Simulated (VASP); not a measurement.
```
CELL_PARAMETERS angstrom
      8.53474     0.00000     0.00000
     -4.26737     7.39130     0.00000
      0.00000     0.00000     7.58386
ATOMIC_POSITIONS crystal
  Cs 0.33333 0.66667 0.75000
  Cs 0.66667 0.33333 0.25000
  Sn 0.00000 0.00000 0.00000
  Sn 0.00000 0.00000 0.50000
  I  0.17250 0.34500 0.25000
  I  0.65500 0.82750 0.25000
  I  0.17250 0.82750 0.25000
  I  0.82750 0.65500 0.75000
  I  0.34500 0.17250 0.75000
  I  0.82750 0.17250 0.75000
```

Calculation: r2SCAN meta-GGA, VASP's PBE PAW potentials (set 64) (plane waves; VASP). Settings: 400 eV cut-off, 4×4×4 Γ-centred mesh, tetrahedra with Blöchl corrections, potentials Cs_sv Sn_d I.

Unless said otherwise, spin-orbit coupling is left out, though it shifts the bands of the heavy elements here.

**Question.** Give the energies of bands 38 to 51 at the high-symmetry points, in eV from the valence-band maximum.

**Answer.** 
| band | Γ | M | K | A | L | H |
|---|---|---|---|---|---|---|
| 38 | -1.65 | -2.08 | -2.01 | -1.67 | -2.11 | -2.08 |
| 39 | -1.65 | -1.93 | -1.93 | -1.67 | -1.75 | -1.91 |
| 40 | -1.53 | -1.93 | -1.93 | -1.67 | -1.75 | -1.91 |
| 41 | -1.53 | -1.65 | -1.92 | -1.53 | -1.64 | -1.71 |
| 42 | -1.50 | -1.44 | -1.81 | -1.53 | -1.64 | -1.71 |
| 43 | -1.30 | -1.28 | -1.27 | -1.23 | -0.69 | -0.63 |
| 44 | -1.13 | -0.12 | 0.00 | -1.23 | -0.69 | -0.63 |
| 45 | 1.84 | 2.41 | 2.79 | 2.27 | 2.45 | 2.76 |
| 46 | 2.99 | 2.66 | 2.79 | 2.27 | 2.45 | 2.76 |
| 47 | 2.99 | 2.96 | 2.99 | 2.76 | 3.08 | 2.87 |
| 48 | 3.07 | 3.20 | 3.06 | 2.76 | 3.08 | 2.87 |
| 49 | 3.07 | 3.42 | 3.06 | 2.76 | 3.19 | 3.17 |
| 50 | 3.41 | 3.59 | 3.62 | 2.76 | 3.19 | 3.17 |
| 51 | 3.46 | 4.54 | 4.85 | 4.36 | 4.74 | 4.89 |

The gap is indirect, 1.84 eV, from the valence maximum at K to the conduction minimum at Γ.

The structure was generated: CsSnI3 was put into the 2H-BaNiO3 type (P6_3/mmc), which need not be its known phase. It was relaxed first, which changed the volume by -10 %.
